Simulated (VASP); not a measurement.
Input:

```yaml
crystal:
  lattice:
    - [0.00000, 3.51036, 3.51036]
    - [3.51036, 0.00000, 3.51036]
    - [3.51036, 3.51036, 0.00000]
  atoms:
    - { symbol: Ba, position: [0.00000, 0.00000, 0.00000] }
    - { symbol: Te, position: [0.50000, 0.50000, 0.50000] }
```

All values below come from rev-vdW-DF2, VASP's PBE PAW potentials (set 64) (plane waves; VASP). Run with 520 eV cut-off, Gaussian smearing of 0.050 eV, potentials Ba_sv Te.

Unless said otherwise, spin-orbit coupling is left out, though it shifts the bands of the heavy elements here.

Q: What does the run give for the band gap (along the path) with the smallest direct gap where there is one?

A: 
```
Property                                Value
------------------------------------  -------
band gap (along the path)             1.49 eV
smallest direct gap (along the path)  1.88 eV
```

The compound is BaTe in the rock salt structure. It was relaxed first.
